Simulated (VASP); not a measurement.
Here is the system:

```
CELL_PARAMETERS angstrom
      1.57737    -2.73208     0.00000
      1.57737     2.73208     0.00000
      0.00000     0.00000     3.51197
ATOMIC_POSITIONS crystal
  Zr 0.00000 0.00000 0.00000
  B  0.33333 0.66667 0.50000
  B  0.66667 0.33333 0.50000
```

Method: PBEsol GGA, VASP's PBE PAW potentials (set 64) (plane waves; VASP). Numerical set-up: 520 eV cut-off, 12×12×10 Γ-centred mesh, tetrahedra with Blöchl corrections, potentials Zr_sv B.

### Question
The job: ZrB₂ (AlB2 type), 3 atoms, PBEsol, static run, 520 eV, 12×12×10 Γ-centred mesh. Roughly how much core time does it take on a busy server core?

### Answer
About 20 core-seconds (one run on a shared machine, a rough figure). It had 114 irreducible k-points, 13 bands, up to 832 plane waves and 15 electronic steps.

The compound is ZrB2 in the AlB2 type structure. It was relaxed first.
